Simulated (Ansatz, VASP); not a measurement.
**BaCaAsF in two plane-wave programs**

One calculation is typed for both programs; each brings its own data sets and cutoff. How far apart do they land? The cell is invented: As first built, before any earlier steps moved the atoms (in the runner's words): it takes the BaCdAsF structure with some of its atoms replaced by other elements, volume scaled by an estimate. It may not be a known or stable phase.

Program: Ansatz 0.2.0. Level of theory: plane waves, with VASP 6.6.1 beside it; relaxation of cell and atoms at PBE, spin-orbit coupling. Results are calculated unless marked as measured.

**1. Set-up**

Symmetry: P4/nmm, No. 129, tetragonal system. Conventional cell: a = 4.766 Å, b = 4.766 Å, c = 9.721 Å, α = 90.00°, β = 90.00°, γ = 90.00°. Nearest to Ba lie 4 F at 2.72 Å and 4 As at 3.84 Å. Nearest to As lie 4 Ca at 2.93 Å and 4 Ba at 3.84 Å. Nearest to Ca lie 4 As at 2.93 Å. Nearest to F lie 4 Ba at 2.72 Å. As first built, before any earlier steps moved the atoms (in the runner's words): sites of the BaCdAsF structure (space group 129) filled with other elements, volume scaled by an estimate. Farther neighbours and most contacts between anions are not listed.

Coordinates:

```xyz
8
Lattice="4.7658 0.0000 0.0000 0.0000 4.7658 0.0000 0.0000 0.0000 9.7206" Properties=species:S:1:pos:R:3 pbc="T T T"
Ba    0.0000    2.3829    8.4065
Ba    2.3829    0.0000    1.3141
As    0.0000    2.3829    3.1482
As    2.3829    0.0000    6.5723
Ca    2.3829    2.3829    4.8603
Ca    0.0000    0.0000    4.8603
F     2.3829    2.3829    0.0000
F     0.0000    0.0000    0.0000
```

**2. VASP: relaxation of cell and atoms, PBE, spin-orbit coupling**

The relaxed volume is the usual yardstick between codes: its relative difference is about their pressure difference at one cell divided by the bulk modulus.

Lines of VASP's logs that name or quote its potential files are left out, and so is its time.

Input file INCAR:

```
SYSTEM = BaCaAsF
PREC = Accurate
ENCUT = 520
EDIFF = 1E-06
NELM = 100
ISMEAR = 0
SIGMA = 0.05
LREAL = .FALSE.
ALGO = Normal
GGA = PE
LNONCOLLINEAR = .TRUE.
MAGMOM = 0 0 0 0 0 0 0 0 0 0 0 0 0 0 0 0 0 0 0 0 0 0 0 0
NBANDS = 76
GGA_COMPAT = .FALSE.
LASPH = .TRUE.
LSORBIT = .TRUE.
LORBIT = 11
LWAVE = .FALSE.
LCHARG = .FALSE.
KPAR = 4
IBRION = 2
NSW = 60
ISIF = 3
EDIFFG = -0.01
```

Input file POSCAR:

```
BaCaAsF
1.0
    4.7657506371      0.0000000000      0.0000000000
    0.0000000000      4.7657506371      0.0000000000
    0.0000000000      0.0000000000      9.7205753820
Ba As Ca F
2 2 2 2
Direct
    0.0000000000      0.5000000000      0.8648102458
    0.5000000000      0.0000000000      0.1351897542
    0.0000000000      0.5000000000      0.3238745372
    0.5000000000      0.0000000000      0.6761254628
    0.5000000000      0.5000000000      0.5000000000
    0.0000000000      0.0000000000      0.5000000000
    0.5000000000      0.5000000000      0.0000000000
    0.0000000000      0.0000000000      0.0000000000
```

Input file KPOINTS:

```
Automatic mesh
0
Gamma
5 5 3
0 0 0
```

PAW data sets: Ba_sv, As, Ca_sv and F (PBE family, release 64).

Started as:

```console
$ mpirun -np 4 vasp_ncl
```

Numbers of over 12 decimals in the logs are rounded to 6 here.

The program printed:

```text
[banner, memory and clock lines left out]
running    4 mpi-ranks, on    1 nodes
 distrk:  each k-point on    1 cores,    4 groups
 distr:  one band on    1 cores,    1 groups

 POSCAR found type information on POSCAR BaAsCaF
 POSCAR found :  4 types and       8 ions
 LDA part: xc-table for (Slater+PW92), standard interpolation
 POSCAR, INCAR and KPOINTS ok, starting setup
 FFT: planning ... GRIDC
 FFT: planning ... GRID_SOFT
 FFT: planning ... GRID
 WAVECAR not read
 entering main loop
       N       E                     dE             d eps       ncg     rms          rms(c)
DAV:   1     0.601803756552E+03    0.60180E+03   -0.29533E+04  1824   0.152E+03
DAV:   2     0.167436199212E+02   -0.58506E+03   -0.56978E+03  2380   0.387E+02
DAV:   3    -0.374503605043E+02   -0.54194E+02   -0.53871E+02  2360   0.116E+02
DAV:   4    -0.406573661762E+02   -0.32070E+01   -0.31987E+01  2888   0.245E+01
DAV:   5    -0.408287860059E+02   -0.17142E+00   -0.17138E+00  2680   0.431E+00    0.103E+01
DAV:   6    -0.380201505073E+02    0.28086E+01   -0.12649E+01  2060   0.151E+01    0.515E+00
DAV:   7    -0.379728817560E+02    0.47269E-01   -0.15097E+00  2360   0.513E+00    0.281E+00
DAV:   8    -0.379711246393E+02    0.17571E-02   -0.27272E-01  2240   0.288E+00    0.746E-01
DAV:   9    -0.379723732079E+02   -0.12486E-02   -0.64962E-02  2136   0.114E+00    0.238E-01
DAV:  10    -0.379748335040E+02   -0.24603E-02   -0.80233E-03  2328   0.409E-01    0.143E-01
DAV:  11    -0.379751833567E+02   -0.34985E-03   -0.76635E-04  2664   0.111E-01    0.751E-02
DAV:  12    -0.379753924732E+02   -0.20912E-03   -0.20135E-04  2344   0.692E-02    0.267E-02
DAV:  13    -0.379754661519E+02   -0.73679E-04   -0.10804E-04  2112   0.524E-02    0.725E-03
DAV:  14    -0.379754665906E+02   -0.43874E-06   -0.74667E-06  2344   0.103E-02
   1 F= -.37975467E+02 E0= -.37975467E+02  d E =-.379755E+02  mag=    -0.0000    -0.0000     0.0000
 curvature:   0.00 expect dE= 0.000E+00 dE for cont linesearch  0.000E+00
 trial: gam= 0.00000 g(F)=  0.688E-06 g(S)=  0.827E-05 ort = 0.000E+00 (trialstep = 0.100E+01)
 search vector abs. value=  0.896E-05
 reached required accuracy - stopping structural energy minimisation
```

From OUTCAR (step 2):

```text
ion  position               nearest neighbor table
   1  0.000  0.500  0.865-   7 2.72   8 2.72   8 2.72   7 2.72   2 4.27   2 4.27   2 4.27   2 4.27

  LATTYP: Found a simple tetragonal cell.
 ALAT       =     4.7657506371
 C/A-ratio  =     2.0396735210

 Subroutine GETGRP returns: Found 16 space group operations
 (whereof  8 operations were pure point group operations)

The static configuration has the point symmetry D_2d.
 The point group associated with its full space group is D_4h.

 Found     12 irreducible k-points:

   k-points           NKPTS =     12   k-points in BZ     NKDIM =     12   number of bands    NBANDS=     76

   dimension x,y,z NGX =    36 NGY =   36 NGZ =   72
   dimension x,y,z NGXF=    72 NGYF=   72 NGZF=  144

   ENCUT  =  520.0 eV  38.22 Ry    6.18 a.u.   8.86  8.86 18.07*2*pi/ulx,y,z

   NELECT =      64.0000    total number of electrons

 k-points in reciprocal lattice and weights: Automatic mesh
   0.00000000  0.00000000  0.00000000       0.013
   0.20000000  0.00000000  0.00000000       0.053
   0.40000000  0.00000000  0.00000000       0.053
   0.20000000  0.20000000  0.00000000       0.053
   0.40000000  0.20000000  0.00000000       0.107
   0.40000000  0.40000000  0.00000000       0.053
   0.00000000  0.00000000  0.33333333       0.027
   0.20000000  0.00000000  0.33333333       0.107
   0.40000000  0.00000000  0.33333333       0.107
   0.20000000  0.20000000  0.33333333       0.107
   0.40000000  0.20000000  0.33333333       0.213
   0.40000000  0.40000000  0.33333333       0.107

 average (electrostatic) potential at core
       1 -37.6850       2 -37.6850       3 -50.5383       4 -50.5383       5 -46.8163
       6 -46.8163       7 -77.6036       8 -77.6036

 E-fermi :   2.2103

 k-point     1 :       0.0000    0.0000    0.0000
  band No.  band energies     occupation
    ...
     60       1.5807      1.00000
     61       1.7939      1.00000
     62       1.7939      1.00000
     63       1.9344      1.00000
     64       1.9344      1.00000
     65       3.6314      0.00000
     66       3.6314      0.00000
     67       3.7552      0.00000
     68       3.7552      0.00000
     69       4.3400      0.00000
    ...

 k-point     2 :       0.2000    0.0000    0.0000
  band No.  band energies     occupation
    ...
     60       1.5022      1.00000
     61       1.5880      1.00000
     62       1.5880      1.00000
     63       1.8538      1.00000
     64       1.8538      1.00000
     65       3.7686      0.00000
     66       3.7686      0.00000
     67       4.4701      0.00000
     68       4.4701      0.00000
     69       4.5330      0.00000
    ...

 k-point     3 :       0.4000    0.0000    0.0000
  band No.  band energies     occupation
    ...
     60       1.4938      1.00000
     61       1.6891      1.00000
     62       1.6891      1.00000
     63       1.7856      1.00000
     64       1.7856      1.00000
     65       4.1825      0.00000
     66       4.1825      0.00000
     67       4.7685      0.00000
     68       4.7685      0.00000
     69       4.8516      0.00000
    ...

  Total        0.0054168      0.0054168     -0.0362342      0.0000000      0.0000000     -0.0000000
  in kB        0.0393097      0.0393097     -0.2629509      0.0000000      0.0000000     -0.0000000
  external PRESSURE =      -0.0614438 kB  Pullay stress =       0.0000000 kB

  energy-cutoff  :      520.00
  volume of cell :      220.78
      direct lattice vectors                 reciprocal lattice vectors
     4.765750637  0.000000000  0.000000000     0.209830534  0.000000000  0.000000000
     0.000000000  4.765750637  0.000000000     0.000000000  0.209830534  0.000000000
     0.000000000  0.000000000  9.720575382     0.000000000  0.000000000  0.102874569

 POSITION                                       TOTAL-FORCE (eV/Angst)
 -----------------------------------------------------------------------------------
      0.00000      2.38288      8.40645        -0.000000     -0.000000      0.001535
      2.38288      0.00000      1.31412         0.000000      0.000000     -0.001535
      0.00000      2.38288      3.14825         0.000000      0.000000     -0.002185
      2.38288      0.00000      6.57233        -0.000000      0.000000      0.002185
      2.38288      2.38288      4.86029        -0.000000     -0.000000      0.000000
      0.00000      0.00000      4.86029        -0.000000      0.000000      0.000000
      2.38288      2.38288      0.00000         0.000000      0.000000      0.000000
      0.00000      0.00000      0.00000        -0.000000     -0.000000      0.000000
 -----------------------------------------------------------------------------------
    total drift:                                0.000000      0.000000      0.000000

  FREE ENERGIE OF THE ION-ELECTRON SYSTEM (eV)
  ---------------------------------------------------
  free  energy   TOTEN  =       -37.9754665906 eV

  energy  without entropy=      -37.9754665906  energy(sigma->0) =      -37.97546659

 reached required accuracy - stopping structural energy minimisation

 Spin-Orbit-Coupling matrix elements
 Ion:    1  E_soc:     -0.3860135
 Ion:    2  E_soc:     -0.3860135
 Ion:    3  E_soc:     -0.0252389
 Ion:    4  E_soc:     -0.0252389
 Ion:    5  E_soc:     -0.0061333
 Ion:    6  E_soc:     -0.0061333
 Ion:    7  E_soc:     -0.0005439
 Ion:    8  E_soc:     -0.0005439

 total charge
# of ion       s       p       d       tot
------------------------------------------
    1        1.999   5.620   0.203   7.822
    2        1.999   5.620   0.203   7.822
    3        1.206   1.579   0.004   2.789
    4        1.206   1.579   0.004   2.789
    5        2.063   5.857   0.276   8.196
    6        2.063   5.857   0.276   8.196
    7        1.735   4.347   0.000   6.082
    8        1.735   4.347   0.000   6.082
--------------------------------------------------
tot         14.006  34.806   0.966  49.777

 magnetization (x)
# of ion       s       p       d       tot
------------------------------------------
    1        0.000   0.000   0.000   0.000
    2        0.000   0.000   0.000   0.000
    3        0.000  -0.000  -0.000  -0.000
    4        0.000  -0.000  -0.000  -0.000
    5        0.000   0.000  -0.000  -0.000
    6        0.000   0.000  -0.000  -0.000
    7        0.000   0.000   0.000   0.000
    8        0.000   0.000   0.000   0.000
--------------------------------------------------
tot          0.000  -0.000  -0.000  -0.000

 magnetization (y)
# of ion       s       p       d       tot
------------------------------------------
    1        0.000   0.000   0.000   0.000
    2       -0.000   0.000   0.000  -0.000
    3       -0.000   0.000  -0.000  -0.000
    4        0.000   0.000   0.000   0.000
    5        0.000   0.000   0.000   0.000
    6        0.000   0.000   0.000   0.000
    7       -0.000  -0.000   0.000  -0.000
    8        0.000  -0.000   0.000  -0.000
--------------------------------------------------
tot          0.000  -0.000  -0.000  -0.000

 magnetization (z)
# of ion       s       p       d       tot
------------------------------------------
    1        0.000   0.000   0.000   0.000
    2        0.000   0.000   0.000   0.000
    3        0.000   0.000   0.000   0.000
    4        0.000   0.000   0.000   0.000
    5       -0.000   0.000   0.000   0.000
    6        0.000   0.000   0.000   0.000
    7        0.000  -0.000   0.000  -0.000
    8        0.000  -0.000   0.000  -0.000
--------------------------------------------------
tot          0.000  -0.000   0.000   0.000

[... 3 further parts left out ...]
```

Harder data sets than Ba_sv exist (the GW ones), and pressures, volumes and forces can shift noticeably with them.

(Part 1 of 2 ends here.)

[Lines on the potential files, build, host, timing and source positions are cut from VASP's logs without a mark.]

[Logs are printed without paths, hosts, clocks, repeated set-up lines and the standing remarks that a program may print on its own settings, such as how far it seeks lower states.]

[Hosts, paths, dates, database ids (printed as entryN), source tags and the programs' standing remarks are cut or masked in the printed files.]
